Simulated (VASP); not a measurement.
These are PBE GGA with D3 dispersion (zero damping), VASP's PBE PAW potentials (set 64) (plane waves; VASP) values and carry that method's errors.

Input for VASP

**INCAR**
```
! general
SYSTEM  = Ti
PREC    = Accurate
ENCUT   = 520   ! plane-wave cut-off (eV)
LREAL   = F   ! projection in real space or not
LASPH   = T   ! aspherical one-centre terms

! electronic loop
EDIFF   = 1E-6   ! SCF stop (eV)
NELM    = 100   ! most electronic steps
ALGO    = Normal
LMAXMIX = 4   ! l cut-off of mixed one-centre charges

! smearing
ISMEAR  = 1   ! Methfessel-Paxton
SIGMA   = 0.1

! functional
GGA     = PE   ! PBE
IVDW    = 11   ! D3, zero damping

! ions
IBRION  = 2   ! conjugate gradients
NSW     = 60   ! most ionic steps
ISIF    = 3
EDIFFG  = -0.01   ! ionic stop

! output
LWAVE   = F
LCHARG  = F
```

POSCAR:
```
Ti
1
    1.4750000000    -2.5547750000     0.0000000000
    1.4750000000     2.5547750000     0.0000000000
    0.0000000000     0.0000000000     4.6800000000
Ti
2
Direct
  0.3333330000   0.6666670000   0.2500000000
  0.6666670000   0.3333330000   0.7500000000
```

### KPOINTS
```
kpoints
0
Gamma
13 13 7
0 0 0
```

POTCAR, in this order: Ti_sv (PBE.64 set). Program: vasp_std.

The run wrote:

**OSZICAR**
```
       N       E                     dE             d eps       ncg     rms          rms(c)
DAV:   1     0.246136532244E+03    0.24614E+03   -0.13637E+04  2688   0.186E+03
DAV:   2     0.104274057931E+02   -0.23571E+03   -0.23437E+03  2800   0.491E+02
DAV:   3    -0.166013540459E+02   -0.27029E+02   -0.26820E+02  5304   0.136E+02
DAV:   4    -0.177347013137E+02   -0.11333E+01   -0.11333E+01  2760   0.292E+01
DAV:   5    -0.178003534906E+02   -0.65652E-01   -0.65649E-01  4512   0.482E+00    0.117E+01
DAV:   6    -0.156644453535E+02    0.21359E+01   -0.81738E+00  3184   0.331E+01    0.292E+00
DAV:   7    -0.156505975270E+02    0.13848E-01   -0.80644E-01  4048   0.761E+00    0.203E+00
DAV:   8    -0.156770930481E+02   -0.26496E-01   -0.22174E-01  3184   0.626E+00    0.691E-01
DAV:   9    -0.156676803108E+02    0.94127E-02   -0.56449E-02  3248   0.267E+00    0.626E-02
DAV:  10    -0.156678728749E+02   -0.19256E-03   -0.22498E-03  4224   0.386E-01    0.857E-02
DAV:  11    -0.156679315345E+02   -0.58660E-04   -0.20713E-04  3104   0.121E-01    0.252E-02
DAV:  12    -0.156679215026E+02    0.10032E-04   -0.38005E-05  3984   0.507E-02    0.934E-03
DAV:  13    -0.156679230285E+02   -0.15258E-05   -0.92446E-07  2104   0.107E-02    0.348E-03
DAV:  14    -0.156679240270E+02   -0.99850E-06   -0.45617E-07  1696   0.880E-03
   1 F= -.16554748E+02 E0= -.16554738E+02  d E =-.165547E+02
       N       E                     dE             d eps       ncg     rms          rms(c)
DAV:   1    -0.192060368102E+02   -0.35381E+01   -0.92205E+01  3632   0.128E+02    0.164E+01
DAV:   2    -0.156212465991E+02    0.35848E+01   -0.15064E+01  3744   0.489E+01    0.515E+00
DAV:   3    -0.154196723880E+02    0.20157E+00   -0.30232E+00  3864   0.127E+01    0.201E+00
DAV:   4    -0.154953558030E+02   -0.75683E-01   -0.60062E-01  3384   0.671E+00    0.371E-01
DAV:   5    -0.155274347180E+02   -0.32079E-01   -0.75400E-02  3584   0.223E+00    0.666E-01
DAV:   6    -0.155636353329E+02   -0.36201E-01   -0.75614E-02  3432   0.156E+00    0.178E-01
DAV:   7    -0.155651185397E+02   -0.14832E-02   -0.40011E-03  3424   0.469E-01    0.147E-01
DAV:   8    -0.155666860141E+02   -0.15675E-02   -0.40116E-03  3408   0.459E-01    0.472E-02
DAV:   9    -0.155667176304E+02   -0.31616E-04   -0.38650E-04  4048   0.126E-01    0.663E-03
DAV:  10    -0.155667221679E+02   -0.45376E-05   -0.16172E-05  3552   0.410E-02    0.719E-03
DAV:  11    -0.155667230496E+02   -0.88166E-06   -0.92219E-06  3432   0.163E-02
   2 F= -.16574565E+02 E0= -.16574461E+02  d E =-.198170E-01
       N       E                     dE             d eps       ncg     rms          rms(c)
DAV:   1    -0.163228968746E+02   -0.75617E+00   -0.17050E+01  3696   0.594E+01    0.709E+00
DAV:   2    -0.156456861289E+02    0.67721E+00   -0.35629E+00  4080   0.222E+01    0.202E+00
DAV:   3    -0.156130302772E+02    0.32656E-01   -0.43427E-01  3712   0.460E+00    0.606E-01
DAV:   4    -0.156286491511E+02   -0.15619E-01   -0.78810E-02  3816   0.205E+00    0.282E-01
DAV:   5    -0.156426874564E+02   -0.14038E-01   -0.31860E-02  3432   0.114E+00    0.375E-01
DAV:   6    -0.156450596957E+02   -0.23722E-02   -0.68031E-03  3936   0.754E-01    0.120E-01
DAV:   7    -0.156457279576E+02   -0.66826E-03   -0.14464E-03  3456   0.282E-01    0.213E-02
DAV:   8    -0.156457972648E+02   -0.69307E-04   -0.19495E-04  4176   0.815E-02    0.101E-02
DAV:   9    -0.156457968277E+02    0.43704E-06   -0.58939E-06  2928   0.233E-02
   3 F= -.16600255E+02 E0= -.16600125E+02  d E =-.455076E-01
       N       E                     dE             d eps       ncg     rms          rms(c)
DAV:   1    -0.156448793839E+02    0.91788E-03   -0.12706E-02  3696   0.157E+00    0.194E-01
DAV:   2    -0.156443696608E+02    0.50972E-03   -0.25644E-03  3992   0.600E-01    0.557E-02
DAV:   3    -0.156443441196E+02    0.25541E-04   -0.32294E-04  3736   0.125E-01    0.184E-02
DAV:   4    -0.156443561775E+02   -0.12058E-04   -0.69270E-05  3728   0.603E-02    0.677E-03
DAV:   5    -0.156443649884E+02   -0.88109E-05   -0.18125E-05  3448   0.312E-02    0.100E-02
DAV:   6    -0.156443679671E+02   -0.29787E-05   -0.69315E-06  2928   0.211E-02    0.286E-03
DAV:   7    -0.156443686384E+02   -0.67127E-06   -0.95627E-07  1536   0.969E-03
   4 F= -.16600243E+02 E0= -.16600113E+02  d E =-.454958E-01
       N       E                     dE             d eps       ncg     rms          rms(c)
DAV:   1    -0.156466506108E+02   -0.22826E-02   -0.21141E-02  3688   0.220E+00    0.223E-01
DAV:   2    -0.156459924739E+02    0.65814E-03   -0.27484E-03  3632   0.691E-01    0.733E-02
DAV:   3    -0.156459368528E+02    0.55621E-04   -0.56856E-04  4080   0.196E-01    0.271E-02
DAV:   4    -0.156459497578E+02   -0.12905E-04   -0.79613E-05  3544   0.882E-02    0.962E-03
DAV:   5    -0.156459597176E+02   -0.99597E-05   -0.41717E-05  4200   0.486E-02    0.135E-02
DAV:   6    -0.156459599249E+02   -0.20736E-06   -0.66845E-06  2520   0.272E-02
   5 F= -.16600271E+02 E0= -.16600143E+02  d E =-.276191E-04
```

**OUTCAR**
```
------------------------ aborting loop because EDIFF is reached ----------------------------------------
 Edisp (eV)   -0.95431
  FORCE on cell =-STRESS in cart. coord.  units (eV):
  Direction    XX          YY          ZZ          XY          YZ          ZX
  --------------------------------------------------------------------------------------
  Total      -0.01218    -0.01218     0.00775     0.00000     0.00000     0.00000
  in kB      -0.58812    -0.58812     0.37452     0.00000     0.00000     0.00000
  external pressure =       -0.27 kB  Pullay stress =        0.00 kB
  volume of cell :       33.17
      direct lattice vectors                 reciprocal lattice vectors
     1.445379221 -2.503470301  0.000000000     0.345929977 -0.199722761  0.000000000
     1.445379221  2.503470301 -0.000000000     0.345929977  0.199722761 -0.000000000
     0.000000000  0.000000000  4.583965649    -0.000000000  0.000000000  0.218151722
 POSITION                                       TOTAL-FORCE (eV/Angst)
 -----------------------------------------------------------------------------------
      1.44538      0.83449      1.14599        -0.000000     -0.000000     -0.000000
      1.44538     -0.83449      3.43797         0.000000      0.000000      0.000000
 -----------------------------------------------------------------------------------
    total drift:                                0.000173      0.001055     -0.000018
  FREE ENERGIE OF THE ION-ELECTRON SYSTEM (eV)
  ---------------------------------------------------
  free  energy   TOTEN  =       -16.6002710292 eV

  energy  without entropy=      -16.5998857911  energy(sigma->0) =      -16.60014262

 reached required accuracy - stopping structural energy minimisation
```
(Selected blocks of OUTCAR.)

File CONTCAR:
```
Ti
   1.00000000000000
     1.4453792205556464   -2.5034703014970607    0.0000000000000000
     1.4453792205556464    2.5034703014970607   -0.0000000000000000
     0.0000000000000000    0.0000000000000000    4.5839656486141074
  Ti
     2
Direct
     0.3333330000000032    0.6666669999999968    0.2500000000000000
     0.6666669999999968    0.3333330000000032    0.7500000000000000
```

Energy and stress use the plane-wave basis of the starting cell.

The compound is Ti in the hcp structure. This run relaxes it. Symmetry was kept, so distortions that lower it aren't found.
